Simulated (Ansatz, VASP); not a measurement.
## W2CCl2 (W2CCl2 MXene monolayer): VASP beside Ansatz

Aim: how closely do two programs agree when they are given the same cell, functional and k mesh? The structure shown is the start of the Ansatz relaxation below; VASP solves that cell, so the two are compared at the walk's first step.

Program: Ansatz 0.2.0. Level of theory: plane waves, with VASP 6.6.1 beside it; single point at PBE. Results are calculated unless marked as measured.

### Step 1. The structure

The cell holds 5 atoms: 2 Cl, 2 W and 1 C. Cell: a = 3.125 Å, b = 3.125 Å, c = 35.526 Å, α = 90.0°, β = 90.0°, γ = 120.0°. Vacuum lies along c. The height across the vacuum is the one that the program set for its solve, not the one typed.

### Step 2. Ansatz: relaxation, PBE

Ansatz runs on its default PAW (the set named soft_2) files.

The two programs are compared at the cell with which this relaxation starts, whose forces are those of its first step.

Input file input.yaml:

```yaml
crystal:
  lattice:
    - [3.125408, 0.0, 0.0]
    - [-1.562704, 2.7066827252, 0.0]
    - [0.0, 0.0, 21.8631248253]
  atoms:
    - { symbol: Cl, position: [0.3333333333, 0.6666666667, 0.3659129271] }
    - { symbol: W, position: [0.6666666667, 0.3333333333, 0.4435943975] }
    - { symbol: C, position: [0.0, 0.0, 0.5] }
    - { symbol: W, position: [0.3333333333, 0.6666666667, 0.5564056025] }
    - { symbol: Cl, position: [0.6666666667, 0.3333333333, 0.6340870729] }
  periodic: [true, true, false]
kpoints:
  mp_grid: { grid: [12, 12, 1] }
hamiltonian:
  xc: pbe
scf:
  occupations: { method: fermi_dirac, width: 0.05 }
relax:
  f_tol: 0.01
  max_steps: 90
  cell: {}
```

Run with:

```console
$ ansatz run input.yaml --threads 4 --pin off --max-ram 8192MiB --backend cpu --events-out ev --progress --plain --runs-dir out
```

Numbers of over 12 decimals in the logs are rounded to 6 here.

The log of the run:

```text
Warning: crystal.periodic: the lattice vector that does not repeat stood 0.000° off the slab's normal, 21.863 Å along it as the deck builds it. The run solves the slab on a vector along the normal, 35.526 Å long, with every atom where it was (on the deck's vector they left 16.00 Å outside them, and the widest stretch free of ions among them is 1.70 Å). A fractional position that the run reports is one of the run's ce [...]
crystal.periodic: the lattice vector that does not repeat stood 0.000° off the slab's normal, 21.863 Å along it as the deck builds it. The run solves the slab on a vector along the normal, 35.526 Å long, with every atom where it was (on the deck's vector they left 16.00 Å outside them, and the widest stretch free of ions among them is 1.70 Å). A fractional position that the run reports is one of the run's cell, which [...]
Engine: ansatz 0.2.0, x86_64-unknown-linux-gnu
Pseudopotentials: kind: paw
Pseudopotential: Cl, paw, valence charge 7, recommended cutoff 420 eV (normal), Cl.paw.azcp
Pseudopotential: W, paw, valence charge 14, recommended cutoff 420 eV (normal), W.paw.azcp
Pseudopotential: C, paw, valence charge 4, recommended cutoff 420 eV (normal), C.paw.azcp
Functional definition: PBE
  parameter kappa = 0.804
  parameter beta = 0.066725
  exchange = pbe_x(kappa = kappa, mu = beta*pi^2/3)
  correlation = pbe_c(beta = beta)
Crystal: 5 atoms, lattice volume = 300.534 Å³
Basis set: ecut = 420 eV, 5819 PW (Γ), exchange–correlation on 48×48×480 points (8 copies of the dense FFT grid, shifted against one another)
Bands: 28, of which v1, the nominal top of the filled ones, is band 23 counted from 1 (22 counted from 0)
Symmetry: 12 space group operations
Space group: P-3m1 (ITA 164), of the structure as read, at distance tolerance 6.7e-5 Å
k-points: 19 of 144
Non-local potential: Cl, projectors of the file, l = 0: 2, l = 1: 2, l = 2: 2
Non-local potential: W, projectors of the file, l = 0: 3, l = 1: 2, l = 2: 2, l = 3: 1
Non-local potential: C, projectors of the file, l = 0: 2, l = 1: 2, l = 2: 1
PAW form: soft (Blöchl's): semilocal exchange-correlation on the pseudo side does not see the compensation charge
PAW one-centre angular grid: Cl, 110 points (default); XC on 64 Gauss nodes
PAW one-centre angular grid: W, 590 points (default); XC on 64 Gauss nodes
PAW one-centre angular grid: C, 110 points (default); XC on 64 Gauss nodes
Initial density: superposition of atomic densities (neutral atoms: chi_scale 0, normalization atom), corrected by the library's trained network
Initial wavefunctions: pseudopotential atomic-orbital guess
[...]
iter 1 solved again at ethr=3.82e-7 eV; its pass at ethr=3.10e-3 eV (dr2=1.76e-4 eV) is discarded
SCF iter   1: F=—  HF=-23180.479405 eV  |F-HF|=—  |Δ(HF+E_count)|=         —  Δρ=1.02e-4  dr2=1.61e-4  ethr=3.82e-7  ⟨swp⟩=3.0  Hψ=3731  notcnv=0
preconditioner: auto → LDOS  [insulator: Δε(μ)=0.114 eV  Ē_g=8.722 eV  σ=0.050 eV  W_gap=0.50  n_scr=20 (ndim 8)  ℏωp=10.9 eV  f_vac=0.751  D(μ)=2.04/eV (n_scr^D=10)  ε∞_Penn≈2.5  β→1.0]
SCF iter   2: F=—  HF=-23180.479376 eV  |F-HF|=—  |Δ(HF+E_count)|=   2.87e-5  Δρ=4.70e-5  dr2=1.84e-5  ethr=3.49e-7  ⟨swp⟩=2.6  Hψ=800  notcnv=0
SCF iter   3: F=—  HF=-23180.479281 eV  |F-HF|=—  |Δ(HF+E_count)|=   9.50e-5  Δρ=2.17e-5  dr2=3.45e-6  ethr=4.00e-8  ⟨swp⟩=3.7  Hψ=1279  notcnv=0
SCF iter   4: F=—  HF=-23180.479281 eV  |F-HF|=—  |Δ(HF+E_count)|=   5.20e-7  Δρ=3.62e-6  dr2=4.61e-8  ethr=7.51e-9  ⟨swp⟩=3.2  Hψ=1011  notcnv=0
SCF iter   5: F=-23180.479281 eV  HF=-23180.479281 eV  |F-HF|=3.89e-8  |Δ(HF+E_count)|=   2.52e-7  Δρ=9.36e-7  dr2=3.79e-9  ethr=6.78e-11  ⟨swp⟩=8.2  Hψ=2935  notcnv=0
SCF 12 converged in 5 iterations: F = -23180.479281 eV  dr2 = 3.79e-9
relax step  12: F+E_penalty+E_count = -23180.47928098 eV  Δ(F+E_penalty+E_count) = -5.070e-5 eV  max|allowed force component| = 3.971e-4 eV/Å  Δτ_max = 0.0021 Å  P = +0.004 N/m  Ω = 351.164 Å³  energy of the carried Pulay correction = -7.806e-3 eV  fix = [c, alpha, beta]  reactions: c +0.000 N/m  (5 SCF iters, dr2 threshold 3.12e-8 eV, accepted)
[...]
relax step  13: F+E_penalty+E_count = -23180.49501643 eV  Δ(F+E_penalty+E_count) = -1.574e-2 eV  max|allowed force component| = 2.049e-3 eV/Å  Δτ_max = 0.0000 Å  P = +0.201 N/m  Ω = 351.164 Å³  fix = [c, alpha, beta]  reactions: c +0.000 N/m  stress off target by 2.01e-1 N/m on what of the cell is left free  SCF on the basis re-selected at this cell (its energy is not comparable with the rows above)  (7 SCF iters)
[...]
relax step  14: F+E_penalty+E_count = -23180.49504308 eV  Δ(F+E_penalty+E_count) = -2.665e-5 eV  max|allowed force component| = 3.003e-4 eV/Å  Δτ_max = 0.0016 Å  P = +0.010 N/m  Ω = 351.688 Å³  energy of the carried Pulay correction = -7.390e-5 eV  fix = [c, alpha, beta]  reactions: c +0.000 N/m  (4 SCF iters, dr2 threshold 4.03e-8 eV, accepted)
[...]
relax step  15: F+E_penalty+E_count = -23180.49511473 eV  Δ(F+E_penalty+E_count) = -7.165e-5 eV  max|allowed force component| = 3.501e-4 eV/Å  Δτ_max = 0.0000 Å  P = +0.010 N/m  Ω = 351.688 Å³  fix = [c, alpha, beta]  reactions: c +0.000 N/m  stress off target by 1.03e-2 N/m on what of the cell is left free  SCF on the basis re-selected at this cell (its energy is not comparable with the rows above)  (5 SCF iters)
basis re-selected at this cell: Δ(F+E_penalty+E_count) = -7.165e-5 eV, ΔP = -0.000 N/m vs the last step (what re-selecting the basis moved, of the pressure what is left beyond the Pulay correction that the steps carried, after the strain that the cell walked since its last selection, with what the two solves' SCF thresholds leave and, on support functions, any second-order correction that the steps lacked; it is no m [...]
SCF converged after 5 iterations
Free energy (F): -23180.495115 eV
Harris-Foulkes:  -23180.495115 eV  (|F-HF|=1.45e-8)
Internal energy: -23180.478216 eV  (E = F + TS)
E sigma→0 (E₀):  -23180.486665 eV
Entropy (-TS):   -0.016899 eV (-3.380 meV/atom)
Fermi energy:    -4.040129 eV
--- Per-component energies (eV) ---
  E_band       = -1172.283649
  E_kinetic    = 1315.592286
  E_local      = -135456.794249  (includes V_loc(G=0)·N_el)
  E_nonlocal   = 87.125947
  E_hartree    = 66957.001858
  E_xc         = -795.839394
  E_vxc        = -780.902369  (∫ρ·V_xc dr)
  E_paw        = -18543.391829  (= ΣΔE_a)
  E_vpaw       = -251.309418  (= ΣTr[D̂ρ^β])
  E_aug_tail   = 0.000062  (compensation charges beyond the density's cutoff)
  E_ewald      = 63255.827102
  E_smearing   = -0.016899  (= −TS)
  E_closure    = 0.000000  (closes the sum)
  Σ components = -23180.495115   (vs F -23180.495115, Δ=0.00e0)
--- Forces (eV/Å), atoms counted from 1 ---
  atom   1  Cl     0.00000000    -0.00000000     0.00035005
  atom   2  W      0.00000000     0.00000000     0.00022400
  atom   3  C     -0.00000000     0.00000000     0.00000000
  atom   4  W      0.00000000    -0.00000000    -0.00022400
  atom   5  Cl    -0.00000000     0.00000000    -0.00035005
  max |Σ_I F_I| component: 1.39e-17 eV/Å
--- 2D stress c σ (N/m, compression-positive) ---
        0.010312      -0.000000       0.000000
        0.000000       0.010312      -0.000000
        0.000000      -0.000000       0.000000
  P = ½ c Tr σ = 0.0103 N/m
--- Relaxed structure (13 steps of the walk, 12 accepted, 2 SCFs on fresh bases) ---
  F+E_penalty+E_count = -23180.49511473 eV   max|allowed force component| = 3.501e-4 eV/Å   (the final SCF, on the basis selected at the relaxed cell)
  cell:  # Å, volume = 351.6883 Å³
    - [3.380952, 0, 0]
    - [-1.690476, 2.927990, 0]
    - [0, 0, 35.526250]
  atoms:
    - { symbol: Cl, position: [0.333333, 0.666667, 0.230947] }
    - { symbol: W, position: [0.666667, 0.333333, 0.281917] }
    - { symbol: C, position: [0, 0, 0.307704] }
    - { symbol: W, position: [0.333333, 0.666667, 0.333491] }
    - { symbol: Cl, position: [0.666667, 0.333333, 0.384460] }
```

The column dr2 measures how far the density is from self-consistency, as an energy; F and HF (Harris–Foulkes) agree once it is small.

### Step 3. VASP: single point, PBE, start cell

The same cell, functional, mesh and smearing now go to VASP, with its own data sets.

Lines of VASP's logs that name or quote its potential files are left out, and so is its time.

Input file INCAR:

```
SYSTEM = W2CCl2
PREC = Accurate
ENCUT = 520
EDIFF = 1E-06
NELM = 120
ISMEAR = -1
SIGMA = 0.05
LREAL = .FALSE.
ALGO = Normal
GGA = PE
NBANDS = 21
LASPH = .TRUE.
LORBIT = 11
LWAVE = .FALSE.
LCHARG = .FALSE.
ISIF = 2
LDIPOL = .TRUE.
IDIPOL = 3
DIPOL = 0.5 0.5 0.308
LVHAR = .TRUE.
GGA_COMPAT = .FALSE.
EFERMI = MIDGAP
NELMDL = -8
KPAR = 2
```

Input file POSCAR:

```
W2CCl2
1.0
    3.1254080000      0.0000000000      0.0000000000
   -1.5627040000      2.7066830000      0.0000000000
    0.0000000000      0.0000000000     35.5262500000
Cl W C
2 2 1
Direct
    0.3333332718      0.6666665435      0.2251856022
    0.6666667282      0.3333334565      0.3902220189
    0.6666667282      0.3333334565      0.2729913796
    0.3333332718      0.6666665435      0.3424162415
    0.0000000000      0.0000000000      0.3077037965
```

Input file KPOINTS:

```
Automatic mesh
0
Gamma
12 12 1
0 0 0
```

Potentials, in the order of the species: Cl, W and C (PBE family, release 64).

Run with:

```console
$ mpirun -np 2 vasp_std
```

The log of the run:

```text
[banner, memory and clock lines left out]
running    2 mpi-ranks, on    1 nodes
 distrk:  each k-point on    1 cores,    2 groups
 distr:  one band on    1 cores,    1 groups

 POSCAR found type information on POSCAR ClW C
 POSCAR found :  3 types and       5 ions
 LDA part: xc-table for (Slater+PW92), standard interpolation
 POSCAR, INCAR and KPOINTS ok, starting setup
 FFT: planning ... GRIDC
 FFT: planning ... GRID_SOFT
 FFT: planning ... GRID
 WAVECAR not read
 entering main loop
       N       E                     dE             d eps       ncg     rms          rms(c)
DAV:   1     0.256053073117E+03    0.25605E+03   -0.10664E+04   798   0.107E+03
DAV:   2    -0.418440986555E+01   -0.26024E+03   -0.24980E+03  1231   0.226E+02
DAV:   3    -0.417910867500E+02   -0.37607E+02   -0.36629E+02   974   0.995E+01
DAV:   4    -0.433478220142E+02   -0.15567E+01   -0.15121E+01  1263   0.229E+01
DAV:   5    -0.433835643583E+02   -0.35742E-01   -0.34531E-01  1118   0.299E+00
DAV:   6    -0.433849248013E+02   -0.13604E-02   -0.13398E-02  1234   0.537E-01
DAV:   7    -0.433849823765E+02   -0.57575E-04   -0.57515E-04  1141   0.911E-02
DAV:   8    -0.433849854505E+02   -0.30740E-05   -0.30738E-05  1058   0.211E-02    0.391E+01
DAV:   9    -0.385094705355E+02    0.48755E+01   -0.27583E+01  1126   0.262E+01    0.153E+01
DAV:  10    -0.384410225195E+02    0.68448E-01   -0.18375E+00   961   0.897E+00    0.714E+00
DAV:  11    -0.384252964296E+02    0.15726E-01   -0.35239E-01   992   0.310E+00    0.764E-01
DAV:  12    -0.384081847269E+02    0.17112E-01   -0.74201E-02  1078   0.151E+00    0.513E-01
DAV:  13    -0.384084346886E+02   -0.24996E-03   -0.68716E-03   976   0.526E-01    0.384E-01
DAV:  14    -0.384079556393E+02    0.47905E-03   -0.21518E-03  1056   0.238E-01    0.249E-01
[...]
DAV:  19    -0.384079204552E+02   -0.55115E-04   -0.19534E-05  1012   0.192E-02    0.673E-03
DAV:  20    -0.384079721269E+02   -0.51672E-04   -0.67979E-06   955   0.946E-03    0.325E-03
DAV:  21    -0.384080057964E+02   -0.33669E-04   -0.35515E-06   906   0.672E-03    0.227E-03
DAV:  22    -0.384080229549E+02   -0.17159E-04   -0.10488E-06   714   0.418E-03    0.104E-03
DAV:  23    -0.384080406542E+02   -0.17699E-04   -0.88545E-07   736   0.299E-03    0.234E-03
DAV:  24    -0.384080452069E+02   -0.45527E-05   -0.12964E-07   614   0.143E-03    0.658E-04
DAV:  25    -0.384080475994E+02   -0.23925E-05   -0.10335E-07   597   0.123E-03    0.582E-04
DAV:  26    -0.384080485696E+02   -0.97022E-06   -0.53475E-08   599   0.912E-04
   1 F= -.38408049E+02 E0= -.38391654E+02  d E =-.327896E-01
```

From OUTCAR (step 3):

```text
ion  position               nearest neighbor table
   1  0.333  0.667  0.225-   3 2.48   3 2.48   3 2.48
   2  0.667  0.333  0.390-   4 2.48   4 2.48   4 2.48
   3  0.667  0.333  0.273-   5 2.19   5 2.19   5 2.19   1 2.48   1 2.48   1 2.48   4 3.06   4 3.06
                             4 3.06
   4  0.333  0.667  0.342-   5 2.19   5 2.19   5 2.19   2 2.48   2 2.48   2 2.48   3 3.06   3 3.06
                             3 3.06
   5  0.000  0.000  0.308-   3 2.19   3 2.19   3 2.19   4 2.19   4 2.19   4 2.19

  LATTYP: Found a hexagonal cell.
 ALAT       =     3.1254080000
 C/A-ratio  =    11.3669159355

 Subroutine GETGRP returns: Found 12 space group operations
 (whereof  6 operations were pure point group operations)

The static configuration has the point symmetry C_3v.
 The point group associated with its full space group is D_3d.

 Found     19 irreducible k-points:

   k-points           NKPTS =     19   k-points in BZ     NKDIM =     19   number of bands    NBANDS=     21

   dimension x,y,z NGX =    24 NGY =   24 NGZ =  270
   dimension x,y,z NGXF=    48 NGYF=   48 NGZF=  540

   ENCUT  =  520.0 eV  38.22 Ry    6.18 a.u.   5.81  5.81 66.06*2*pi/ulx,y,z

   NELECT =      30.0000    total number of electrons

 k-points in reciprocal lattice and weights: Automatic mesh
   0.00000000  0.00000000  0.00000000       0.007
   0.08333333  0.00000000  0.00000000       0.042
   0.16666667  0.00000000  0.00000000       0.042
   0.25000000  0.00000000  0.00000000       0.042
   0.33333333  0.00000000  0.00000000       0.042
   0.41666667  0.00000000  0.00000000       0.042
   0.50000000  0.00000000  0.00000000       0.021
   0.08333333  0.08333333  0.00000000       0.042
   0.16666667  0.08333333  0.00000000       0.083
[...]
0.33333333  0.25000000  0.00000000       0.083
   0.33333333  0.33333333  0.00000000       0.014

 dipolmoment           0.000000      0.000000     -0.000015 electrons x Angstroem

 average (electrostatic) potential at core
       1 -99.0516       2 -99.0518       3 -47.6407       4 -47.6408       5 -56.5891

 E-fermi :  -0.6758

 k-point     1 :       0.0000    0.0000    0.0000
  band No.  band energies     occupation
    ...
     13      -3.3367      2.00000
     14      -2.7657      2.00000
     15      -2.7657      2.00000
     16      -0.7103      1.33221
     17      -0.7103      1.33218
     18      -0.5398      0.12359
     19      -0.5398      0.12359
     20      -0.0401      0.00001
     21       2.0428      0.00000

 k-point     2 :       0.0833    0.0000    0.0000
  band No.  band energies     occupation
    ...
     13      -3.2616      2.00000
     14      -2.7232      2.00000
     15      -2.5224      2.00000
     16      -0.7518      1.64100
     17      -0.6675      0.91749
     18      -0.5705      0.21719
     19      -0.4643      0.02868
     20       0.3615      0.00000
     21       2.2593      0.00000

 k-point     3 :       0.1667    0.0000    0.0000
  band No.  band energies     occupation
    ...
     13      -3.6781      2.00000
     14      -2.3920      2.00000
     15      -2.0263      2.00000
     16      -0.9098      1.98163
     17      -0.6403      0.65980
     18      -0.3999      0.00799
     19      -0.0905      0.00002
     20       1.1983      0.00000
     21       2.7627      0.00000

  Total        0.0744602      0.0744602      4.8512952      0.0000000      0.0000000      0.0000000
  in kB        0.3969551      0.3969552     25.8627559      0.0000000      0.0000000      0.0000000
  external PRESSURE =       8.8855554 kB  Pullay stress =       0.0000000 kB

  energy-cutoff  :      520.00
  volume of cell :      300.53
      direct lattice vectors                 reciprocal lattice vectors
     3.125408000  0.000000000  0.000000000     0.319958226  0.184727949  0.000000000
    -1.562704000  2.706683000  0.000000000     0.000000000  0.369455899  0.000000000
     0.000000000  0.000000000 35.526250000     0.000000000  0.000000000  0.028148200

 POSITION                                       TOTAL-FORCE (eV/Angst)
 -----------------------------------------------------------------------------------
      0.00000      1.80445      8.00000         0.000000      0.000000     -1.630401
      1.56270      0.90223     13.86312        -0.000000     -0.000000      1.630401
      1.56270      0.90223      9.69836        -0.000000     -0.000000      1.890528
      0.00000      1.80445     12.16476         0.000000     -0.000000     -1.890528
      0.00000      0.00000     10.93156         0.000000     -0.000000      0.000000
 -----------------------------------------------------------------------------------
    total drift:                               -0.000000     -0.000000     -0.001908

  FREE ENERGIE OF THE ION-ELECTRON SYSTEM (eV)
  ---------------------------------------------------
  free  energy   TOTEN  =       -38.4080485696 eV

  energy  without entropy=      -38.3752589566  energy(sigma->0) =      -38.39165376

 vacuum level on the upper side and lower side of the slab         2.885         2.885

 total charge
# of ion       s       p       d       tot
------------------------------------------
    1        1.609   3.527   0.000   5.136
    2        1.609   3.527   0.000   5.136
    3        0.509   0.621   4.281   5.411
    4        0.509   0.621   4.281   5.411
    5        0.848   1.568   0.000   2.415
--------------------------------------------------
tot          5.083   9.864   8.562  23.510

[... 3 further parts left out ...]
```

### Step 4. Side by side

Known differences besides the potentials themselves: Ansatz cuts the interaction across the vacuum, VASP repeats the sheet with a dipole correction; the data sets hold 46 valence electrons in Ansatz (on its default PAW (the set named soft_2) files) and 30 in VASP; the cutoff is 420 eV in Ansatz and 520 eV in VASP. Total energies have different zeros and are not compared.

Forces (eV/Å; atoms numbered as in POSCAR):

```
atom        Ansatz x, y, z          VASP x, y, z
 Cl1  0.000, 0.000, -1.643  0.000, 0.000, -1.630
 Cl2   0.000, 0.000, 1.643   0.000, 0.000, 1.630
  W3   0.000, 0.000, 1.828   0.000, 0.000, 1.891
  W4  0.000, 0.000, -1.828  0.000, 0.000, -1.891
  C5   0.000, 0.000, 0.000   0.000, 0.000, 0.000
```

The forces differ by 23 meV/Å r.m.s., which is 2.6 % of the r.m.s. force of 0.912 eV/Å (both taken over all components). With vacuum in the cell, a pressure given here is an average over mostly empty space and none of the material.

### Step 5. Results

```
r.m.s. force difference (single point, PBE, start cell) : 2.6 % of the r.m.s. force
```

**Reading.** The r.m.s. force difference is 2.6 % of the r.m.s. force (single point, PBE, start cell), within the 3 % picked in this series as the mark of a large difference. The data sets hold unlike numbers of valence electrons (46 in Ansatz and 30 in VASP), so part of the differences comes from the potentials. 1 further run of this series is not shown here. How closely two codes agree says nothing of how well the functional describes the real material.

[Lines on the potential files, build, host, timing and source positions are cut from VASP's logs without a mark.]

[Logs are printed without paths, hosts, clocks, repeated set-up lines and the standing remarks that a program may print on its own settings, such as how far it seeks lower states.]

[Hosts, paths, dates, database ids (printed as entryN), source tags and the programs' standing remarks are cut or masked in the printed files.]
